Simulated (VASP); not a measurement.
# Tl3S (I4/mmm) in VASP: reference runs

How does Tl3S come out in PBE? The cell is run as given.

All numbers are computed with VASP 6.6.1; they aren't measurements. Logs are shortened: lines on timing, memory, paths and dates and some standing lists are left out, and cuts for length are marked.

## 1. The crystal as given

It takes space group I4/mmm (No. 139, tetragonal). The conventional cell has a = 4.702 Å, b = 4.702 Å, c = 10.286 Å, α = 90.00°, β = 90.00°, γ = 90.00°. Tl (site symmetry 4/mmm) has 4 S at 3.32 Å and 8 Tl at 3.48 Å as nearest neighbours. Around Tl (site symmetry -4m2) lie 8 Tl at 3.32 to 3.48 Å and 4 S at 3.48 Å. S (site symmetry 4/mmm) is surrounded by 12 Tl at 3.32 to 3.48 Å.

The cell comes from a database or a generator and needn't be the stable form of this composition.

## 2. Single point, PBE

INCAR

```
ALGO = Normal
EDIFF = 1E-7
ENCUT = 520
GGA = PE
ISIF = 2
ISMEAR = -1
LASPH = True
LCHARG = False
LREAL = False
LWAVE = False
NBANDS = 30
NELM = 80
PREC = Accurate
SIGMA = 0.05
```

KPOINTS

```
k-points
0
Gamma
  8 8 8
```

POSCAR

```
Tl3S
1.0
   -2.3509700000      2.3509700000      5.1428010000
    2.3509700000     -2.3509700000      5.1428010000
    2.3509700000      2.3509700000     -5.1428010000
Tl S
3 1
Direct
    0.5000000000      0.5000000000      0.0000000000
    0.2500000000      0.7500000000      0.5000000000
    0.7500000000      0.2500000000      0.5000000000
    0.0000000000      0.0000000000      0.0000000000
```

Potentials or basis: VASP PAW PBE potentials, release 64 (Tl_d, S).

The run is started by

```console
$ cat potpaw_PBE.64/Tl_d/POTCAR potpaw_PBE.64/S/POTCAR > POTCAR
$ mpirun -np 1 vasp_std > vasp.out
```

OUTCAR:

```text
EDIFF = 1E-7
   ENCUT = 520
   GGA = PE
   ISIF = 2
   ISMEAR = -1
   LASPH = True
   LREAL = False
   NELM = 80
   PREC = Accurate

 ion  position               nearest neighbor table
   1  0.500  0.500  0.000-   4 3.32   4 3.32   4 3.32   4 3.32   2 3.48   2 3.48   3 3.48   3 3.48
                             3 3.48   2 3.48   3 3.48   2 3.48
   2  0.250  0.750  0.500-   3 3.32   3 3.32   3 3.32   3 3.32   1 3.48   1 3.48   1 3.48   1 3.48

   3  0.750  0.250  0.500-   2 3.32   2 3.32   2 3.32   2 3.32   1 3.48   1 3.48   1 3.48   1 3.48

   4  0.000  0.000  0.000-   1 3.32   1 3.32   1 3.32   1 3.32

  LATTYP: Found a body centered tetragonal cell.
 ALAT       =     4.7019400000
 C/A-ratio  =     2.1875230224

  Lattice vectors:

 A1 = (  -2.3509700000,   2.3509700000,   5.1428010000)
 A2 = (   2.3509700000,  -2.3509700000,   5.1428010000)
 A3 = (   2.3509700000,   2.3509700000,  -5.1428010000)

Analysis of symmetry for initial positions (statically):
=====================================================================
 Subroutine PRICEL returns:
 Original cell was already a primitive cell.

 Routine SETGRP: Setting up the symmetry group for a
 body centered tetragonal supercell.

 Subroutine GETGRP returns: Found 16 space group operations
 (whereof 16 operations were pure point group operations)
 out of a pool of 16 trial point group operations.

The static configuration has the point symmetry D_4h.

Analysis of symmetry for dynamics (positions and initial velocities):
=====================================================================
 Subroutine PRICEL returns:
 Original cell was already a primitive cell.

 Routine SETGRP: Setting up the symmetry group for a
 body centered tetragonal supercell.

 Subroutine GETGRP returns: Found 16 space group operations
 (whereof 16 operations were pure point group operations)
 out of a pool of 16 trial point group operations.

The dynamic configuration has the point symmetry D_4h.

 Subroutine INISYM returns: Found 16 space group operations
 (whereof 16 operations are pure point group operations),
 and found     1 'primitive' translations

----------------------------------------------------------------------------------------

[... 87 lines left out ...]
   PREC   = accura    normal or accurate (medium, high low for compatibility)
   ISTART =      0    job   : 0-new  1-cont  2-samecut
   ICHARG =      2    charge: 1-file 2-atom 10-const
   ISPIN  =      1    spin polarized calculation?
   LNONCOLLINEAR =      F non collinear calculations
   LSORBIT =      F    spin-orbit coupling
   LASPH  =      T    aspherical Exc in radial PAW
   ENCUT  =  520.0 eV  38.22 Ry    6.18 a.u.  11.39 11.39 11.39*2*pi/ulx,y,z
   NELM   =     80;   NELMIN=  2; NELMDL= -5     # of ELM steps
   EDIFF  = 0.1E-06   stopping-criterion for ELM
   LREAL  =      F    real-space projection
   EDIFFG = 0.1E-05   stopping-criterion for IOM
   NSW    =      0    number of steps for IOM
   IBRION =     -1    ionic relax: 0-MD 1-quasi-New 2-CG
   NFREE  =      0    steps in history (QN), initial steepest desc. (CG)
   ISIF   =      2    stress and relaxation
   ISYM   =      2    0-nonsym 1-usesym 2-fastsym
   POTIM  = 0.5000    time-step for ionic-motion
   TEBEG  =    0.0;   TEEND  =   0.0 temperature during run
   PSTRESS=    0.0 pullay stress
   NELECT =      45.0000    total number of electrons
   NUPDOWN=      -1.0000    fix difference up-down
   EMIN   =  10.00;   EMAX   =-10.00  energy-range for DOS
   EFERMI =   0.00;   METHOD = LEGACY
   ISMEAR =    -1;   SIGMA  =   0.05  broadening in eV -4-tet -1-fermi 0-gaus
   EFERMI_NEDOS =   21; number of points for ismear=-14 and -15
   IALGO  =     38    algorithm
   IMIX   =      4    mixing-type and parameters
     AMIX     =   0.40;   BMIX     =  1.00
     AMIX_MAG =   1.60;   BMIX_MAG =  1.00
  volume/ion in A,a.u.               =      28.42       191.82
  Fermi-wavevector in a.u.,A,eV,Ry     =   1.201972  2.271398 19.656838  1.444737
  Thomas-Fermi vector in A             =   2.337766
   LORBIT       =      0    0 simple, 1 ext, 2 COOP (PROOUT), +10 PAW based schemes
   GGA     = PE    functional components
   LHFCALC =     F    Hartree Fock is set to
   AEXX    =    0.0000 exact exchange contribution
   IVDW    =     0    specifies the selected vdW correction
   LEPSILON=     F    determine dielectric tensor
   LRPA    =     F    only Hartree local field effects (RPA)
 non-spin polarized calculation
  energy-cutoff  :      520.00
  volume of cell :      113.70
 maximum number of plane-waves:      3083
 NGX is ok and might be reduce to    48
   NGX = 23   NGY = 23   NGZ = 23

 number of electron      44.9999998 magnetization

 Free energy of the ion-electron system (eV)
  ---------------------------------------------------
  ext. energy  EPLUGINS =         0.00000000
  ---------------------------------------------------
  free energy    TOTEN  =       -11.21981152 eV

  energy without entropy =      -11.21014874  energy(sigma->0) =      -11.21498013

 E-fermi :   5.3876     XC(G=0):  -9.7434

 val. band max:        5.3854831984   @ k =  -0.1250   0.1250   0.1250
 cond. band min:       5.4202884982   @ k =   0.1250   0.0000   0.0000
 fundamental gap:      0.0348052998
 Fermi energy:         5.3876391784

 k-point     1 :       0.0000    0.0000    0.0000
  band No.  band energies     occupation
      1      -6.5990      2.00000
      2      -6.5682      2.00000
      3      -6.3652      2.00000
      4      -6.2671      2.00000
      5      -6.1688      2.00000
      6      -6.1688      2.00000
[... 781 lines left out ...]
     29      11.7525      0.00000
     30      12.4459      0.00000

 [... further k-points ...]
[... 5 lines left out ...]
  --------------------------------------------------------------------------------------
  -------------------------------------------------------------------------------------
  Total        0.0048979      0.0048979      0.0239467      0.0000000      0.0000000      0.0000000
  in kB        0.0690181      0.0690181      0.3374448      0.0000000      0.0000000      0.0000000
  external PRESSURE =       0.1584936 kB  Pullay stress =       0.0000000 kB

 VOLUME and BASIS-vectors are now :
 -----------------------------------------------------------------------------
  energy-cutoff  :      520.00
  volume of cell :      113.70
      direct lattice vectors                 reciprocal lattice vectors
    -2.350970000  2.350970000  5.142801000     0.000000000  0.212678171  0.097223284
     2.350970000 -2.350970000  5.142801000     0.212678171  0.000000000  0.097223284
     2.350970000  2.350970000 -5.142801000     0.212678171  0.212678171  0.000000000

 POSITION                                       TOTAL-FORCE (eV/Angst)
 -----------------------------------------------------------------------------------
      0.00000      0.00000      5.14280         0.000000     -0.000000     -0.000000
      2.35097      0.00000      2.57140        -0.000000      0.000000     -0.000000
      0.00000      2.35097      2.57140         0.000000     -0.000000      0.000000
      0.00000      0.00000      0.00000         0.000000     -0.000000     -0.000000
 -----------------------------------------------------------------------------------
    total drift:                                0.000000     -0.000000      0.000000

  FREE ENERGIE OF THE ION-ELECTRON SYSTEM (eV)
  ---------------------------------------------------
  free  energy   TOTEN  =       -11.2198115168 eV

  energy  without entropy=      -11.2101487432  energy(sigma->0) =      -11.21498013
```

stdout:

```text
POSCAR found type information on POSCAR TlS
 POSCAR found :  2 types and       4 ions
 scaLAPACK will be used
 LDA part: xc-table for (Slater+PW92), standard interpolation
 POSCAR, INCAR and KPOINTS ok, starting setup
 FFT: planning ... GRIDC
 FFT: planning ... GRID_SOFT
 FFT: planning ... GRID
 WAVECAR not read
 entering main loop
```

It took 4.9 min on 1 thread of Intel Xeon Platinum 8488C (Sapphire Rapids), shared host; peak memory 0.4 GiB.

Results:

- Free energy: -11.2198 eV
- Pressure: 0.0 GPa
- Band gap on the k mesh: none (metal or under the smearing width)

Levels at points of the mesh, in eV from the Fermi level:
```
           k point  band 19  band 20  band 21  band 22  band 23  band 24  band 25  band 26
(0.00, 0.00, 0.00)    -2.97    -2.97    -1.87    -1.87     0.45     0.45     0.70     2.67
(0.50, 0.00, 0.00)    -4.72    -1.49    -1.41    -0.56    -0.21     1.45     2.63     3.38
(0.50, 0.50, 0.00)    -5.28    -3.44    -3.22    -1.43    -0.28    -0.22     2.22     3.04
(0.50, 0.50, 0.50)    -3.09    -2.49    -2.49    -0.66     1.31     1.31     3.40     4.39
```

The run has no spin-orbit coupling, so splittings on Tl are missing.
